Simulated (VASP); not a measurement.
PmSe:

```
CELL_PARAMETERS angstrom
0.00000 3.22319 3.22319
3.22319 0.00000 3.22319
3.22319 3.22319 0.00000
ATOMIC_POSITIONS crystal
Pm 0.00000 0.00000 0.00000
Se 0.25000 0.25000 0.25000
```

The cell comes from a database or a generator and needn't be the stable form of this composition.

Base run:

```yaml
Program: VASP 6.6.1
Functional: LDA
Potentials_or_basis: VASP PAW PBE potentials, release 64 (Pm, Se)
Cutoff: 520 eV
k_mesh: 5 × 5 × 5
Occupations: gaussian, width 0.05 eV
Spin: no spin polarisation
Hubbard_terms: Pm f U = 4 eV
```

Its results: band gap on the k mesh none (metal or under the smearing width); pressure -0.3 GPa.

Q: The run is repeated on the same cell with these changes: spin from no spin polarisation to collinear spin, random start; further incar settings from ALGO = Normal; EDIFF = 1e-06; NBANDS = 18 to ALGO = Normal; EDIFF = 1e-07; NBANDS = 22. What comes out?

A: Band gap on the k mesh none (metal or under the smearing width); pressure 1.7 GPa; net moment -0.93 μB per cell; site moments Pm -0.75; Se +0.02 μB.

Caveats: the PAW data sets were made with another functional, which shifts forces and pressure a little; U without spin polarisation on a metal has little footing (some runs); the magnetic or orbital state may not be the lowest (some runs); spin-orbit coupling is left out, which moves the levels of the heavy elements (some runs).

Not every run made on this cell is shown here.
